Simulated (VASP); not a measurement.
Given:

```
LiGe64
1.0
   11.56740     0.00000     0.00000
    0.00000    11.56740     0.00000
    0.00000     0.00000    11.56740
Ge Li
64 1
Direct
  0.49858   0.99845   0.00016
  0.62885   0.12283   0.12138
  0.75020   0.24972   0.00035
  0.87582   0.37591   0.12477
  0.75018   0.99838   0.25158
  0.87577   0.12628   0.37433
  0.99876   0.99872   0.00042
  0.12511   0.12539   0.12364
  0.24851   0.24838   0.00072
  0.37531   0.37567   0.12322
  0.49958   0.49915   0.00110
  0.62605   0.62603   0.12389
  0.74920   0.74901   0.00069
  0.87553   0.87582   0.12401
  0.24821   0.99839   0.24984
  0.37551   0.12342   0.37406
  0.50267   0.24461   0.24775
  0.62708   0.37612   0.37499
  0.74911   0.49937   0.25038
  0.87574   0.62534   0.37427
  0.49981   0.99837   0.50140
  0.62597   0.12558   0.62447
  0.74946   0.24846   0.50156
  0.87573   0.37585   0.62426
  0.74919   0.99890   0.75085
  0.87552   0.12568   0.87414
  0.99830   0.49835   0.00028
  0.12232   0.62919   0.12113
  0.24994   0.74975   0.00003
  0.37583   0.87588   0.12433
  0.99918   0.24841   0.25036
  0.12432   0.37595   0.37433
  0.24487   0.50316   0.24721
  0.37571   0.62791   0.37445
  0.50000   0.74926   0.25016
  0.62584   0.87588   0.37419
  0.99846   0.99853   0.50014
  0.12275   0.12292   0.62758
  0.24641   0.24541   0.50459
  0.37621   0.37664   0.62653
  0.50324   0.50353   0.50563
  0.62936   0.62965   0.62799
  0.75049   0.74994   0.50022
  0.87591   0.87623   0.62453
  0.25006   0.99829   0.75187
  0.37579   0.12626   0.87437
  0.50001   0.24851   0.75134
  0.62569   0.37593   0.87458
  0.75020   0.49839   0.75195
  0.87587   0.62618   0.87442
  0.99810   0.74970   0.25156
  0.12560   0.87584   0.37425
  0.99899   0.49935   0.50157
  0.12518   0.62638   0.62467
  0.24843   0.74946   0.50162
  0.37577   0.87586   0.62435
  0.99837   0.24978   0.75183
  0.12580   0.37593   0.87451
  0.24829   0.49984   0.75137
  0.37583   0.62546   0.87451
  0.49856   0.74992   0.75213
  0.62595   0.87610   0.87451
  0.99896   0.74932   0.75097
  0.12557   0.87585   0.87419
  0.37536   0.37602   0.37554
```
Cell charge +1.

These are HSE06 screened hybrid, VASP's PBE PAW potentials (set 64) (plane waves; VASP 6.6.1) values and carry that method's errors. Numerical set-up: PREC = Normal, LREAL = Auto, ISYM = 0, NELECT = 256.0, EDIFF = 1E-5, 400 eV cut-off, 1×1×1 Γ-centred mesh, Gaussian smearing of 0.050 eV, potentials Ge Li.

The cell is charged, with a uniform compensating background. The supercell is sampled at Γ alone, which is coarse: total energies, pressure and levels can be off, energies of defects by several tenths of an eV.

Question: What does the run give for the energy per atom (σ→0), largest force?

Answer: 
```json
{
 "energy per atom (σ→0)": "-5.214 eV/atom",
 "largest_force": "0.341 eV/Å"
}
```

The cell is a supercell with a defect, built from Ge (diamond): Li_i, charge +1. The cell's shape comes from a PBE relaxation. The run is not spin-polarised, so no state with unpaired spins was tried.
